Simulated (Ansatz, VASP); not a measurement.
**Y in two plane-wave programs**

One calculation is typed for both programs; each brings its own data sets and cutoff. How far apart do they land?

Main program and level: Ansatz 0.2.0; plane waves, with VASP 6.6.1 beside it; relaxation of cell and atoms at PBE.

## 1. Starting point

Symmetry: P6_3/mmc, No. 194, hexagonal system. Conventional cell: a = 3.647 Å, b = 3.647 Å, c = 5.731 Å, α = 90.00°, β = 90.00°, γ = 120.00°. Y has 12 Y at 3.56 to 3.65 Å nearest.

## 2. Ansatz: relaxation of cell and atoms, PBE

Ansatz runs on its default PAW (the set named soft_2) files.

The relaxed volume is the usual yardstick between codes: its relative difference is about their pressure difference at one cell divided by the bulk modulus.

Input file input.yaml:

```yaml
crystal:
  lattice:
    - [3.6474, 0.0, 0.0]
    - [-1.8237, 3.1587410578, 0.0]
    - [0.0, 0.0, 5.7306]
  atoms:
    - { symbol: "Y", position: [0.3333333333, 0.6666666667, 0.25] }
    - { symbol: "Y", position: [0.6666666667, 0.3333333333, 0.75] }
hamiltonian:
  xc: pbe
  pseudopotentials: { kind: paw }
kpoints:
  mp_grid: { grid: [8, 8, 5] }
scf:
  occupations: { method: fermi_dirac, width: 0.05 }
relax:
  f_tol: 0.01
  max_steps: 60
  cell: { stress_tol: 0.05 }
output:
  forces: true
  stress: true
  write_density: true
  write_potential: true
  elf: true
  volumetric_format: npy
```

Run with:

```
> ansatz run input.yaml --threads 4 --pin off --max-ram 9216MiB --backend cpu --events-out ev --progress --plain --runs-dir out
```

Numbers of over 12 decimals in the logs are rounded to 6 here.

Output:

```text
Engine: ansatz 0.2.0, aarch64-unknown-linux-gnu
Pseudopotentials: kind: paw
Pseudopotential: Y, paw, valence charge 11, recommended cutoff 420 eV (normal), Y.paw.azcp
Functional definition: PBE
  parameter kappa = 0.804
  parameter beta = 0.066725
  exchange = pbe_x(kappa = kappa, mu = beta*pi^2/3)
  correlation = pbe_c(beta = beta)
Crystal: 2 atoms, lattice volume = 66.023 Å³
Basis set: ecut = 420 eV, 1267 PW (Γ), exchange–correlation on 50×50×80 points (8 copies of the dense FFT grid, shifted against one another)
Bands: 15, of which v1, the nominal top of the filled ones, is band 11 counted from 1 (10 counted from 0)
Symmetry: 24 space group operations
Space group: P63/mmc (ITA 194), of the structure as read, at distance tolerance 4.0e-5 Å
k-points: 30 of 320
Non-local potential: Y, projectors of the file, l = 0: 3, l = 1: 2, l = 2: 2, l = 3: 1
PAW form: soft (Blöchl's): semilocal exchange-correlation on the pseudo side does not see the compensation charge
PAW one-centre angular grid: Y, 590 points (default); XC on 64 Gauss nodes
Initial density: superposition of atomic densities (neutral atoms: chi_scale 0, normalization atom), corrected by the library's trained network
Initial wavefunctions: pseudopotential atomic-orbital guess
Functional: x = pbe(κ = 0.804, μ = 0.219515), c = pbe(β = 0.066725)
SCF iter   1: F=—  HF=-7697.342543 eV  |F-HF|=—  |Δ(HF+E_count)|=         —  Δρ=1.60e-3  dr2=1.25e-3  ethr=1.77e-3  ⟨swp⟩=4.4  Hψ=1975  notcnv=0
preconditioner: auto → Kerker (q_TF=auto, 2.272 Å⁻¹)  [metal: Δε(μ)=0.041 eV  Ē_g=2.509 eV  σ=0.050 eV  W_gap=0.20  n_scr=22 (ndim 8)  ℏωp=11.2 eV  f_vac=0.000  D(μ)=5.13/eV (n_scr^D=54)]
SCF iter   2: F=—  HF=-7697.343053 eV  |F-HF|=—  |Δ(HF+E_count)|=   5.10e-4  Δρ=1.04e-3  dr2=5.19e-4  ethr=5.67e-6  ⟨swp⟩=2.3  Hψ=1042  notcnv=0
SCF iter   3: F=—  HF=-7697.343431 eV  |F-HF|=—  |Δ(HF+E_count)|=   3.78e-4  Δρ=2.31e-4  dr2=4.59e-5  ethr=2.36e-6  ⟨swp⟩=2.0  Hψ=548  notcnv=0
SCF iter   4: F=—  HF=-7697.343413 eV  |F-HF|=—  |Δ(HF+E_count)|=   1.86e-5  Δρ=1.34e-4  dr2=8.04e-6  ethr=2.09e-7  ⟨swp⟩=2.4  Hψ=659  notcnv=0
iter 5 did not close the SCF: its close was put off for the readings that it lacked (scf_convergence_deferred on its scf_iter line)
SCF iter   5: F=-7697.343413 eV  HF=-7697.343413 eV  |F-HF|=1.64e-8  |Δ(HF+E_count)|=   3.32e-7  Δρ=1.15e-5  dr2=4.96e-8  ethr=3.66e-8  ⟨swp⟩=2.1  Hψ=745  notcnv=0
SCF iter   6: F=-7697.343413 eV  HF=-7697.343413 eV  |F-HF|=6.70e-9  |Δ(HF+E_count)|=   2.68e-8  Δρ=4.52e-6  dr2=1.06e-8  ethr=2.26e-10  ⟨swp⟩=5.1  Hψ=2446  notcnv=0
SCF 1 converged in 6 iterations: F = -7697.343413 eV  dr2 = 1.06e-8
  greatest PAW one-centre occupation: 0.994 electrons in one spin orbital (limit 2), on the Y atom at site 1 (counted from 0), in its partial waves of l = 0
relax step   1: F+E_penalty+E_count = -7697.34341286 eV  Δ(F+E_penalty+E_count) = +0.000e0 eV  max|allowed force component| = 7.633e-17 eV/Å  Δτ_max = 0.0000 Å  P = -0.125 GPa  Ω = 66.023 Å³  (6 SCF iters, dr2 threshold 1.00e-7 eV, accepted)
[...]
relax step   2: F+E_penalty+E_count = -7697.34388650 eV  Δ(F+E_penalty+E_count) = -4.736e-4 eV  max|allowed force component| = 3.932e-17 eV/Å  Δτ_max = 0.0000 Å  P = +0.008 GPa  Ω = 65.811 Å³  energy of the carried Pulay correction = +5.057e-6 eV  (3 SCF iters, dr2 threshold 2.00e-7 eV, accepted)
[...]
relax step   3: F+E_penalty+E_count = -7697.34392853 eV  Δ(F+E_penalty+E_count) = -4.204e-5 eV  max|allowed force component| = 4.626e-18 eV/Å  Δτ_max = 0.0000 Å  P = -0.006 GPa  Ω = 65.836 Å³  energy of the carried Pulay correction = +4.448e-6 eV  (3 SCF iters, dr2 threshold 1.55e-8 eV, accepted)
[...]
relax step   4: F+E_penalty+E_count = -7697.34392325 eV  Δ(F+E_penalty+E_count) = +5.284e-6 eV  max|allowed force component| = 3.469e-18 eV/Å  Δτ_max = 0.0000 Å  P = -0.006 GPa  Ω = 65.836 Å³  stress off target by 8.05e-3 GPa  SCF on the basis re-selected at this cell (its energy is not comparable with the rows above)  (4 SCF iters)
basis re-selected at this cell: Δ(F+E_penalty+E_count) = +5.284e-6 eV, ΔP = +0.000 GPa vs the last step (what re-selecting the basis moved, of the pressure what is left beyond the Pulay correction that the steps carried, after the strain that the cell walked since its last selection, with what the two solves' SCF thresholds leave and, on support functions, any second-order correction that the steps lacked; it is no m [...]
SCF converged after 4 iterations
Free energy (F): -7697.343923 eV
Harris-Foulkes:  -7697.343923 eV  (|F-HF|=1.10e-10)
Internal energy: -7697.303489 eV  (E = F + TS)
E sigma→0 (E₀):  -7697.323706 eV
Entropy (-TS):   -0.040435 eV (-20.217 meV/atom)
Fermi energy:    9.296165 eV
--- Per-component energies (eV) ---
  E_band       = -244.334908
  E_kinetic    = 608.792566
  E_local      = -1230.465727  (includes V_loc(G=0)·N_el)
  E_nonlocal   = 100.233413
  E_hartree    = 390.254806
  E_xc         = -345.710055
  E_vxc        = -396.851725  (∫ρ·V_xc dr)
  E_paw        = -5650.715567  (= ΣΔE_a)
  E_vpaw       = -106.553085  (= ΣTr[D̂ρ^β])
  E_aug_tail   = 0.000007  (compensation charges beyond the density's cutoff)
  E_ewald      = -1569.692931
  E_smearing   = -0.040435  (= −TS)
  E_closure    = -0.000000  (closes the sum)
  Σ components = -7697.343923   (vs F -7697.343923, Δ=0.00e0)
--- Forces (eV/Å), atoms counted from 1 ---
  atom   1  Y      0.00000000     0.00000000     0.00000000
  atom   2  Y      0.00000000    -0.00000000    -0.00000000
  max |Σ_I F_I| component: 4.63e-18 eV/Å
--- Stress (GPa, compression-positive) ---
       -0.008046      -0.000000       0.000000
       -0.000000      -0.008046      -0.000000
        0.000000      -0.000000      -0.001735
  P = ⅓ Tr σ = -0.0059 GPa (-0.059 kbar)
--- Band table (eV; the first three rows and the last of 30) ---
  k-point 0: bands = [... 7 lower, -13.0383, 4.6647, 7.4771, 10.2231, 11.0486, 11.0486, 11.4020, 11.6640]
  k-point 1: bands = [... 7 lower, -13.0841, 4.9246, 7.2769, 10.0361, 10.9260, 10.9260, 11.1509, 11.4518]
  k-point 2: bands = [... 7 lower, -13.1071, 5.6368, 6.5707, 10.0709, 10.5714, 10.8869, 10.8869, 11.0916]
  k-point 29: bands = [... 7 lower, -13.1406, 8.3781, 8.5863, 9.2688, 9.2765, 9.8047, 9.8398, 11.7815]
--- Relaxed structure (3 steps of the walk, 3 accepted, 1 SCFs on fresh bases) ---
  F+E_penalty+E_count = -7697.34392325 eV   max|allowed force component| = 3.469e-18 eV/Å   (the final SCF, on the basis selected at the relaxed cell)
  cell:  # Å, volume = 65.8365 Å³
    - [3.653318, 0.0, 0]
    - [-1.826659, 3.163866, -2.5926779871260674e-19]
    - [0, -4.703646231596721e-19, 5.695882]
  atoms:
    - { symbol: Y, position: [0.333333, 0.666667, 0.25] }
    - { symbol: Y, position: [0.666667, 0.333333, 0.750000] }
```

Wall time 3 s (4 threads of Arm Neoverse N1, shared host); peak memory 0.35 GiB; 9.8 s of CPU time.

## 3. VASP: relaxation of cell and atoms, PBE

The same cell, functional, mesh and smearing now go to VASP, with its own data sets and cutoff.

Lines of VASP's logs that name or quote its potential files are left out, and so is its time.

Input file INCAR:

```
SYSTEM = Y
PREC = Accurate
ENCUT = 400
EDIFF = 1E-06
NELM = 100
ISMEAR = -1
SIGMA = 0.05
LREAL = .FALSE.
ALGO = Normal
GGA = PE
NBANDS = 17
LASPH = .TRUE.
LORBIT = 11
LWAVE = .FALSE.
LCHARG = .FALSE.
KPAR = 2
IBRION = 2
NSW = 60
ISIF = 3
EDIFFG = -0.01
```

Input file POSCAR:

```
Y
1.0
    3.6474000000      0.0000000000      0.0000000000
   -1.8237000000      3.1587410578      0.0000000000
    0.0000000000      0.0000000000      5.7306000000
Y
2
Direct
    0.3333333333      0.6666666667      0.2500000000
    0.6666666667      0.3333333333      0.7500000000
```

Input file KPOINTS:

```
Automatic mesh
0
Gamma
8 8 5
0 0 0
```

The projector-augmented-wave data sets are Y_sv (PBE family, release 64).

Run with:

```
> mpirun -np 2 vasp_std
```

Output:

```text
[banner, memory and clock lines left out]
running    2 mpi-ranks, on    1 nodes
 distrk:  each k-point on    1 cores,    2 groups
 distr:  one band on    1 cores,    1 groups

 POSCAR found type information on POSCAR Y
 POSCAR found :  1 types and       2 ions
 LDA part: xc-table for (Slater+PW92), standard interpolation
 POSCAR, INCAR and KPOINTS ok, starting setup
 FFT: planning ... GRIDC
 FFT: planning ... GRID_SOFT
 FFT: planning ... GRID
 WAVECAR not read
 entering main loop
       N       E                     dE             d eps       ncg     rms          rms(c)
DAV:   1     0.750355328776E+02    0.75036E+02   -0.10161E+04  1020   0.102E+03
DAV:   2    -0.641096386221E+01   -0.81446E+02   -0.80216E+02  1275   0.233E+02
DAV:   3    -0.131114277961E+02   -0.67005E+01   -0.66598E+01  1833   0.405E+01
DAV:   4    -0.132682859602E+02   -0.15686E+00   -0.15659E+00  1219   0.664E+00
DAV:   5    -0.132728776920E+02   -0.45917E-02   -0.45912E-02  1552   0.803E-01    0.329E+01
DAV:   6    -0.129398981879E+02    0.33298E+00   -0.43418E-01  1134   0.420E+00    0.204E+01
DAV:   7    -0.128837959110E+02    0.56102E-01   -0.84830E-01  1342   0.542E+00    0.178E+00
DAV:   8    -0.128734069690E+02    0.10389E-01   -0.16610E-01  1295   0.239E+00    0.123E+00
DAV:   9    -0.128723455147E+02    0.10615E-02   -0.40940E-03  1468   0.404E-01    0.404E-01
DAV:  10    -0.128724951969E+02   -0.14968E-03   -0.17760E-03  1169   0.388E-01    0.334E-01
DAV:  11    -0.128724330779E+02    0.62119E-04   -0.12834E-04  1386   0.100E-01    0.424E-02
DAV:  12    -0.128724287392E+02    0.43387E-05   -0.27124E-05  1219   0.447E-02    0.207E-02
DAV:  13    -0.128724299247E+02   -0.11855E-05   -0.48388E-06  1203   0.202E-02    0.992E-04
DAV:  14    -0.128724300444E+02   -0.11973E-06   -0.11037E-07   831   0.228E-03
   1 F= -.12872430E+02 E0= -.12852265E+02  d E =-.128724E+02
[...]
2 F= -.12873077E+02 E0= -.12852935E+02  d E =-.647162E-03
[...]
3 F= -.12873077E+02 E0= -.12852935E+02  d E =-.647411E-03
[...]
4 F= -.12873166E+02 E0= -.12853004E+02  d E =-.882716E-04
 trial-energy change:   -0.000088  1 .order   -0.000100   -0.000136   -0.000065
 step:   1.9288(harm=  1.9288)  dis= 0.00000  next Energy=   -12.873208 (dE=-0.131E-03)
 bond charge predicted
       N       E                     dE             d eps       ncg     rms          rms(c)
DAV:   1    -0.128736202861E+02   -0.45426E-03   -0.19877E-02  1022   0.101E+00    0.129E-01
DAV:   2    -0.128732855805E+02    0.33471E-03   -0.97140E-04  1195   0.205E-01    0.690E-02
DAV:   3    -0.128731596284E+02    0.12595E-03   -0.62714E-04  1438   0.146E-01    0.452E-02
DAV:   4    -0.128731635953E+02   -0.39670E-05   -0.32145E-05  1311   0.343E-02    0.285E-02
DAV:   5    -0.128731668938E+02   -0.32985E-05   -0.10780E-05  1360   0.171E-02    0.883E-03
DAV:   6    -0.128731666044E+02    0.28939E-06   -0.68277E-07   586   0.682E-03
   5 F= -.12873167E+02 E0= -.12852987E+02  d E =-.891490E-04
 curvature:  -1.06 expect dE=-0.281E-05 dE for cont linesearch -0.273E-05
 trial: gam= 0.00000 g(F)=  0.120E-48 g(S)=  0.266E-05 ort =-0.196E-04 (trialstep = 0.119E+01)
 search vector abs. value=  0.266E-05
 reached required accuracy - stopping structural energy minimisation
```

Parts of OUTCAR (step 3):

```text
ion  position               nearest neighbor table
   1  0.333  0.667  0.250-   2 3.56   2 3.56   2 3.56   2 3.56   2 3.56   2 3.56
   2  0.667  0.333  0.750-   1 3.56   1 3.56   1 3.56   1 3.56   1 3.56   1 3.56

  LATTYP: Found a hexagonal cell.
 ALAT       =     3.6474000000
 C/A-ratio  =     1.5711465702

 Subroutine GETGRP returns: Found 24 space group operations
 (whereof 12 operations were pure point group operations)

The static configuration has the point symmetry D_3d.
 The point group associated with its full space group is D_6h.

 Found     30 irreducible k-points:

   k-points           NKPTS =     30   k-points in BZ     NKDIM =     30   number of bands    NBANDS=     17

   dimension x,y,z NGX =    24 NGY =   24 NGZ =   40
   dimension x,y,z NGXF=    48 NGYF=   48 NGZF=   80

   ENCUT  =  400.0 eV  29.40 Ry    5.42 a.u.   5.95  5.95  9.35*2*pi/ulx,y,z

   NELECT =      22.0000    total number of electrons

 k-points in reciprocal lattice and weights: Automatic mesh
   0.00000000  0.00000000  0.00000000       0.003
   0.12500000  0.00000000  0.00000000       0.019
   0.25000000  0.00000000  0.00000000       0.019
   0.37500000 -0.00000000  0.00000000       0.019
   0.50000000  0.00000000  0.00000000       0.009
   0.12500000  0.12500000  0.00000000       0.019
   0.25000000  0.12500000  0.00000000       0.038
   0.37500000  0.12500000  0.00000000       0.038
   0.25000000  0.25000000  0.00000000       0.019
[...]
0.25000000  0.25000000  0.40000000       0.038
   0.37500000  0.25000000  0.40000000       0.038

 average (electrostatic) potential at core
       1 -37.7402       2 -37.7402

 E-fermi :   2.9886

 k-point     1 :       0.0000    0.0000    0.0000
  band No.  band energies     occupation
    ...
      6     -19.3979      2.00000
      7     -19.3979      2.00000
      8     -19.3605      2.00000
      9      -1.6863      2.00000
     10       1.1544      2.00000
     11       3.9342      0.00000
     12       4.7412      0.00000
     13       4.7412      0.00000
     14       5.1012      0.00000
     15       5.3594      0.00000
    ...

 k-point     2 :       0.1250    0.0000    0.0000
  band No.  band energies     occupation
    ...
      6     -19.4537      2.00000
      7     -19.4047      2.00000
      8     -19.3740      2.00000
      9      -1.3601      2.00000
     10       1.4527      2.00000
     11       3.6054      0.00001
     12       4.1205      0.00000
     13       5.0238      0.00000
     14       5.0462      0.00000
     15       5.3912      0.00000
    ...

 k-point     3 :       0.2500    0.0000    0.0000
  band No.  band energies     occupation
    ...
      7     -19.4231      2.00000
      8     -19.4143      2.00000
      9      -0.4804      2.00000
     10       2.0641      2.00000
     11       2.9429      1.42699
     12       3.3670      0.00103
     13       4.5392      0.00000
     14       4.8873      0.00000
     15       4.9637      0.00000
     16       5.9228      0.00000
    ...

  Total       -0.0067365     -0.0067365      0.0044241      0.0000000      0.0000000      0.0000000
  in kB       -0.1643612     -0.1643612      0.1079426      0.0000000      0.0000000      0.0000000
  external PRESSURE =      -0.0735932 kB  Pullay stress =       0.0000000 kB

  energy-cutoff  :      400.00
  volume of cell :       65.67
      direct lattice vectors                 reciprocal lattice vectors
     3.651048502  0.000000000  0.000000000     0.273893924  0.158132731 -0.000000000
    -1.825524251  3.161900753  0.000000000     0.000000000  0.316265461 -0.000000000
     0.000000000  0.000000000  5.688265958     0.000000000  0.000000000  0.175800500

 POSITION                                       TOTAL-FORCE (eV/Angst)
 -----------------------------------------------------------------------------------
     -0.00000      2.10793      1.42207         0.000000     -0.000000      0.000000
      1.82552      1.05397      4.26620        -0.000000      0.000000      0.000000
 -----------------------------------------------------------------------------------
    total drift:                               -0.000000      0.000000     -0.000000

  FREE ENERGIE OF THE ION-ELECTRON SYSTEM (eV)
  ---------------------------------------------------
  free  energy   TOTEN  =       -12.8731666044 eV

  energy  without entropy=      -12.8328067682  energy(sigma->0) =      -12.85298669

 reached required accuracy - stopping structural energy minimisation

 total charge
# of ion       s       p       d       f       tot
--------------------------------------------------
    1        2.279   6.224   0.917   0.007   9.427
    2        2.279   6.224   0.917   0.007   9.427
--------------------------------------------------
tot          4.559  12.447   1.834   0.013  18.854

[... 3 further parts left out ...]
```

CONTCAR:

```
Y
   1.00000000000000
     3.6510485015824137    0.0000000000000000    0.0000000000000000
    -1.8255242507912068    3.1619007528562273    0.0000000000000000
     0.0000000000000000    0.0000000000000000    5.6882659580117965
  Y
     2
Direct
     0.3333333332999970    0.6666666667000030    0.2500000000000000
     0.6666666667000030    0.3333333332999970    0.7500000000000000
```

The k-mesh is coarse for a metal.

## 4. Side by side

Known differences besides the potentials themselves: both relaxations stop at a tolerance, which leaves soft axes loose, and VASP keeps its plane-wave basis; the cutoff is 420 eV in Ansatz and 400 eV in VASP; Ansatz adds a Pulay correction to the stress that steers its cell, VASP none. Total energies have different zeros and are not compared.

The two programs side by side:

| quantity | Ansatz | VASP | difference |
| --- | --- | --- | --- |
| volume (Å³) | 65.84 | 65.67 | +0.26 % |
| edge a after relaxation, in the typed setting (Å) | 3.653 | 3.651 | +0.06 % |
| edge c after relaxation, in the typed setting (Å) | 5.696 | 5.688 | +0.13 % |

The walks stopped with -0.01 GPa left in Ansatz and -0.01 GPa in VASP; each walk ends within a tolerance, so the volume difference is uncertain by about these residues over the bulk modulus, most in soft cells.

## 5. Outcome

| Property | Result |
| --- | --- |
| difference in volume (relaxation of cell and atoms, PBE) | 0.26 % |

**Reading.** The difference in volume is 0.26 % (relaxation of cell and atoms, PBE), within the 1.2 % picked in this series as the mark of a large difference, as far as the stopping tolerances let one tell. Such differences can come from data sets, numerical settings and the points named under the comparisons, not from the functional's error against experiment.

[Lines on the potential files, build, host, timing and source positions are cut from VASP's logs without a mark.]

[Logs are printed without paths, hosts, clocks, repeated set-up lines and the standing remarks that a program may print on its own settings, such as how far it seeks lower states.]

[Hosts, paths, dates, database ids (printed as entryN), source tags and the programs' standing remarks are cut or masked in the printed files.]
